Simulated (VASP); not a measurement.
# CeGa2Au2 (I4/mmm) in VASP: single point with PBE

Aim: the single point of CeGa2Au2 with PBE.

Program: VASP 6.6.1. These are calculated values, not measurements. Logs are shortened: lines on timing, memory, paths and dates and some standing lists are left out, and cuts for length are marked.

### 1 Starting point

It takes space group I4/mmm (No. 139, tetragonal). The conventional cell has a = 4.464 Å, b = 4.464 Å, c = 10.567 Å, α = 90.00°, β = 90.00°, γ = 90.00°. Au (site symmetry -4m2) has 4 Ga at 2.63 Å as nearest neighbours. Ga (site symmetry 4mm) has 1 Ga at 2.49 Å and 4 Au at 2.63 Å as nearest neighbours. Ce (site symmetry 4/mmm) has 8 Ga at 3.39 Å and 8 Au at 3.46 Å as nearest neighbours.

The cell was built by a generator and needn't be a form met in nature.

### 2 Single point, PBE

INCAR reads:

```
PREC = Accurate
ENCUT = 520
EDIFF = 1E-6
ISMEAR = -1
SIGMA = 0.1
LREAL = F
LASPH = T
NELM = 100
ALGO = Fast
ISIF = 2
LWAVE = F
LCHARG = F
GGA = PE
NBANDS = 38
```

KPOINTS reads:

```
regular mesh
0
Gamma
  6 6 6
```

POSCAR reads:

```
CeGa2Au2
1.0
    0.0000000000      4.4643540000      0.0000000000
    4.4643540000      0.0000000000      0.0000000000
    2.2321770000      2.2321770000     -5.2837480000
Au Ga Ce
2 2 1
Direct
    0.7500000000      0.2500000000      0.5000000000
    0.2500000000      0.7500000000      0.5000000000
    0.3822439093      0.3822439093      0.2355121813
    0.6177560907      0.6177560907      0.7644878187
    0.0000000000      0.0000000000      0.0000000000
```

Potentials or basis: VASP PAW PBE potentials, release 64 (Au, Ga_d, Ce).

Command:

```
$ cat potpaw_PBE.64/Au/POTCAR potpaw_PBE.64/Ga_d/POTCAR potpaw_PBE.64/Ce/POTCAR > POTCAR
$ mpirun -np 1 vasp_std > vasp.out
```

OUTCAR:

```text
PREC = Accurate
   ENCUT = 520
   EDIFF = 1E-6
   ISMEAR = -1
   LREAL = F
   LASPH = T
   NELM = 100
   ISIF = 2
   GGA = PE

 ion  position               nearest neighbor table
   1  0.750  0.250  0.500-   3 2.63   4 2.63   4 2.63   3 2.63   2 3.16   2 3.16   2 3.16   2 3.16

   2  0.250  0.750  0.500-   3 2.63   4 2.63   4 2.63   3 2.63   1 3.16   1 3.16   1 3.16   1 3.16

   3  0.382  0.382  0.236-   4 2.49   2 2.63   1 2.63   2 2.63   1 2.63
   4  0.618  0.618  0.764-   3 2.49   1 2.63   2 2.63   2 2.63   1 2.63
   5  0.000  0.000  0.000-

  LATTYP: Found a body centered tetragonal cell.
 ALAT       =     4.4643540000
 C/A-ratio  =     2.3670828971

  Lattice vectors:

 A1 = (  -2.2321770000,   2.2321770000,   5.2837480000)
 A2 = (   2.2321770000,  -2.2321770000,   5.2837480000)
 A3 = (   2.2321770000,   2.2321770000,  -5.2837480000)

Analysis of symmetry for initial positions (statically):
=====================================================================
 Subroutine PRICEL returns:
 Original cell was already a primitive cell.

 Routine SETGRP: Setting up the symmetry group for a
 body centered tetragonal supercell.

 Subroutine GETGRP returns: Found 16 space group operations
 (whereof 16 operations were pure point group operations)
 out of a pool of 16 trial point group operations.

The static configuration has the point symmetry D_4h.

Analysis of symmetry for dynamics (positions and initial velocities):
=====================================================================
 Subroutine PRICEL returns:
 Original cell was already a primitive cell.

 Routine SETGRP: Setting up the symmetry group for a
 body centered tetragonal supercell.

 Subroutine GETGRP returns: Found 16 space group operations
 (whereof 16 operations were pure point group operations)
 out of a pool of 16 trial point group operations.

The dynamic configuration has the point symmetry D_4h.

 Subroutine INISYM returns: Found 16 space group operations
 (whereof 16 operations are pure point group operations),
 and found     1 'primitive' translations

----------------------------------------------------------------------------------------

                                     Primitive cell

  volume of cell :     105.3075

  direct lattice vectors                    reciprocal lattice vectors
     0.000000000  4.464354000  0.000000000     0.000000000  0.223996574  0.094629797
     4.464354000  0.000000000  0.000000000     0.223996574  0.000000000  0.094629797
     2.232177000  2.232177000 -5.283748000     0.000000000  0.000000000 -0.189259594

  length of vectors
     4.464354000  4.464354000  6.154934707     0.243165095  0.243165095  0.189259594

  position of ions in fractional coordinates (direct lattice)
     0.750000000  0.250000000  0.500000000
     0.250000000  0.750000000  0.500000000
     0.382243909  0.382243909  0.235512181
     0.617756091  0.617756091  0.764487819
     0.000000000  0.000000000  0.000000000

  ion indices of the primitive-cell ions
   primitive index   ion index
                 1           1
                 2           2
                 3           3
                 4           4
                 5           5

----------------------------------------------------------------------------------------

 KPOINTS: regular mesh

Automatic generation of k-mesh.
 Grid dimensions read from file:
 generate k-points for:    6    6    6

 Generating k-lattice:

  Cartesian coordinates                     Fractional coordinates (reciprocal lattice)
     0.000000000  0.037332762  0.015771633     0.166666667  0.000000000 -0.000000000
     0.037332762  0.000000000  0.015771633     0.000000000  0.166666667 -0.000000000
     0.000000000  0.000000000 -0.031543266     0.000000000  0.000000000  0.166666667

  Length of vectors
     0.040527516  0.040527516  0.031543266

  Shift w.r.t. Gamma in fractional coordinates (k-lattice)
     0.000000000  0.000000000  0.000000000

 Subroutine IBZKPT returns following result:
 ===========================================

 Found     30 irreducible k-points:

 Following reciprocal coordinates:
            Coordinates               Weight
  0.000000  0.000000  0.000000      1.000000
  0.166667  0.000000  0.000000      8.000000
  0.333333  0.000000  0.000000      8.000000
  0.500000  0.000000  0.000000      4.000000
  0.166667  0.166667  0.000000      8.000000
  0.333333  0.166667  0.000000     16.000000
[... 16 lines left out ...]
 -0.333333 -0.333333  0.166667      4.000000
 -0.166667 -0.333333  0.166667     16.000000
 [... further k-points ...]
   k-points           NKPTS =     30   k-points in BZ     NKDIM =     30   number of bands    NBANDS=     38
   number of dos      NEDOS =    301   number of ions     NIONS =      5
   total plane-waves  NPLWV =  62208
   dimension x,y,z NGX =    36 NGY =   36 NGZ =   48
   dimension x,y,z NGXF=    72 NGYF=   72 NGZF=   96
   ions per type =               2   2   1
   NGX,Y,Z   is equivalent  to a cutoff of  13.41, 13.41, 12.96 a.u.
   NGXF,Y,Z  is equivalent  to a cutoff of  26.81, 26.81, 25.93 a.u.
 SYSTEM =  unknown system
   PREC   = accura    normal or accurate (medium, high low for compatibility)
   ISTART =      0    job   : 0-new  1-cont  2-samecut
   ICHARG =      2    charge: 1-file 2-atom 10-const
   ISPIN  =      1    spin polarized calculation?
   LNONCOLLINEAR =      F non collinear calculations
   LSORBIT =      F    spin-orbit coupling
   LASPH  =      T    aspherical Exc in radial PAW
   ENCUT  =  520.0 eV  38.22 Ry    6.18 a.u.   8.30  8.30 11.44*2*pi/ulx,y,z
   NELM   =    100;   NELMIN=  2; NELMDL= -5     # of ELM steps
   EDIFF  = 0.1E-05   stopping-criterion for ELM
   LREAL  =      F    real-space projection
   EDIFFG = 0.1E-04   stopping-criterion for IOM
   NSW    =      0    number of steps for IOM
   IBRION =     -1    ionic relax: 0-MD 1-quasi-New 2-CG
   NFREE  =      0    steps in history (QN), initial steepest desc. (CG)
   ISIF   =      2    stress and relaxation
   ISYM   =      2    0-nonsym 1-usesym 2-fastsym
   POTIM  = 0.5000    time-step for ionic-motion
   TEBEG  =    0.0;   TEEND  =   0.0 temperature during run
   PSTRESS=    0.0 pullay stress
   NELECT =      60.0000    total number of electrons
   NUPDOWN=      -1.0000    fix difference up-down
   EMIN   =  10.00;   EMAX   =-10.00  energy-range for DOS
   EFERMI =   0.00;   METHOD = LEGACY
   ISMEAR =    -1;   SIGMA  =   0.10  broadening in eV -4-tet -1-fermi 0-gaus
   EFERMI_NEDOS =   21; number of points for ismear=-14 and -15
   IALGO  =     68    algorithm
   IMIX   =      4    mixing-type and parameters
     AMIX     =   0.40;   BMIX     =  1.00
     AMIX_MAG =   1.60;   BMIX_MAG =  1.00
  volume/ion in A,a.u.               =      21.06       142.13
  Fermi-wavevector in a.u.,A,eV,Ry     =   1.357184  2.564706 25.061237  1.841949
  Thomas-Fermi vector in A             =   2.484124
   LORBIT       =      0    0 simple, 1 ext, 2 COOP (PROOUT), +10 PAW based schemes
   GGA     = PE    functional components
   LHFCALC =     F    Hartree Fock is set to
   AEXX    =    0.0000 exact exchange contribution
   IVDW    =     0    specifies the selected vdW correction
   LEPSILON=     F    determine dielectric tensor
   LRPA    =     F    only Hartree local field effects (RPA)
 non-spin polarized calculation
 RMM-DIIS sequential band-by-band and
  energy-cutoff  :      520.00
  volume of cell :      105.31
 maximum number of plane-waves:      2859
 NGX is ok and might be reduce to    36
   NGX = 17   NGY = 17   NGZ = 23

 number of electron      60.0000007 magnetization

 Free energy of the ion-electron system (eV)
  ---------------------------------------------------
  ext. energy  EPLUGINS =         0.00000000
  ---------------------------------------------------
  free energy    TOTEN  =       -21.13075318 eV

  energy without entropy =      -20.83605822  energy(sigma->0) =      -20.98340570

 E-fermi :   7.2298     XC(G=0): -11.2599

 val. band max:        7.2026325821   @ k =   0.3333   0.3333   0.0000
 cond. band min:       7.2452165821   @ k =  -0.1667   0.1667   0.0000
 fundamental gap:      0.0425840001
 Fermi energy:         7.2297817069

 k-point     1 :       0.0000    0.0000    0.0000
  band No.  band energies     occupation
      1     -27.5751      2.00000
      2     -10.3877      2.00000
      3     -10.2885      2.00000
      4     -10.2885      2.00000
      5      -7.5908      2.00000
      6      -7.4634      2.00000
[... 30 lines left out ...]
     37       7.6510      0.02919
     38       9.8343      0.00000

 k-point     2 :       0.1667    0.0000    0.0000
  band No.  band energies     occupation
      1     -27.5737      2.00000
      2     -10.3858      2.00000
      3     -10.3285      2.00000
      4     -10.2862      2.00000
      5      -7.5904      2.00000
      6      -7.4687      2.00000
[... 30 lines left out ...]
     37       7.6803      0.02187
     38       8.7658      0.00000

 k-point     3 :       0.3333    0.0000    0.0000
  band No.  band energies     occupation
      1     -27.5706      2.00000
      2     -10.4076      2.00000
      3     -10.3798      2.00000
      4     -10.2813      2.00000
      5      -7.5891      2.00000
      6      -7.4798      2.00000
[... 30 lines left out ...]
     37       7.8749      0.00315
     38       8.7313      0.00000

 k-point     4 :       0.5000    0.0000    0.0000
  band No.  band energies     occupation
      1     -27.5692      2.00000
      2     -10.4446      2.00000
      3     -10.3777      2.00000
      4     -10.2788      2.00000
      5      -7.5883      2.00000
      6      -7.4855      2.00000
[... 30 lines left out ...]
     37       8.6388      0.00000
     38       9.6773      0.00000
[... 703 lines left out ...]
      4     -10.3124      2.00000
      5      -7.5886      2.00000
      6      -7.4858      2.00000
[... 30 lines left out ...]
     37       7.7542      0.01051
     38       8.1584      0.00019

 k-point    23 :      -0.3333   -0.3333    0.1667
  band No.  band energies     occupation
      1     -27.5664      2.00000
      2     -10.3852      2.00000
      3     -10.3845      2.00000
      4     -10.3771      2.00000
      5      -7.5887      2.00000
      6      -7.4823      2.00000
[... 30 lines left out ...]
     37       7.7579      0.01012
     38       7.7831      0.00788

 k-point    24 :      -0.1667   -0.3333    0.1667
  band No.  band energies     occupation
      1     -27.5691      2.00000
      2     -10.3986      2.00000
      3     -10.3863      2.00000
      4     -10.3154      2.00000
      5      -7.5897      2.00000
      6      -7.4807      2.00000
[... 30 lines left out ...]
     37       8.2854      0.00005
     38       8.7253      0.00000

 [... further k-points ...]

------------------------ aborting loop because EDIFF is reached ----------------------------------------

  FORCE on cell =-STRESS in cart. coord.  units (eV):
  Direction    XX          YY          ZZ          XY          YZ          ZX
  --------------------------------------------------------------------------------------
  -------------------------------------------------------------------------------------
  Total       -0.8116637     -0.8116637     -1.6667409      0.0000000      0.0000000      0.0000000
  in kB      -12.3488746    -12.3488746    -25.3582531      0.0000000      0.0000000      0.0000000
  external PRESSURE =     -16.6853341 kB  Pullay stress =       0.0000000 kB

 VOLUME and BASIS-vectors are now :
 -----------------------------------------------------------------------------
  energy-cutoff  :      520.00
  volume of cell :      105.31
      direct lattice vectors                 reciprocal lattice vectors
     0.000000000  4.464354000  0.000000000     0.000000000  0.223996574  0.094629797
     4.464354000  0.000000000  0.000000000     0.223996574  0.000000000  0.094629797
     2.232177000  2.232177000 -5.283748000     0.000000000  0.000000000 -0.189259594

 POSITION                                       TOTAL-FORCE (eV/Angst)
 -----------------------------------------------------------------------------------
      2.23218      4.46435     -2.64187        -0.000000     -0.000000      0.000000
      4.46435      2.23218     -2.64187         0.000000      0.000000      0.000000
      2.23218      2.23218     -1.24439         0.000000     -0.000000      0.000929
      4.46435      4.46435     -4.03936         0.000000     -0.000000     -0.000929
      0.00000      0.00000      0.00000         0.000000     -0.000000      0.000000
 -----------------------------------------------------------------------------------
    total drift:                               -0.000000      0.000000     -0.000000

  FREE ENERGIE OF THE ION-ELECTRON SYSTEM (eV)
  ---------------------------------------------------
  free  energy   TOTEN  =       -21.1307531798 eV

  energy  without entropy=      -20.8360582212  energy(sigma->0) =      -20.98340570
```

Wall time 9.2 min (1 thread of AMD EPYC 7R13 (Zen 3), shared host); peak memory 0.3 GiB.

Results:

- Free energy: -21.1308 eV
- Pressure: -1.7 GPa
- Band gap on the k mesh: none (metal or under the smearing width)

Stress tensor (GPa, compression positive):
```
-1.23  0.00  0.00
 0.00 -1.23  0.00
 0.00  0.00 -2.54
```

Caveat: without U or exact exchange the open f shell lies at the Fermi level, which spoils levels, moments and volumes. Spin polarisation is off, so any magnetic state and its effect on volume and gap are missing.
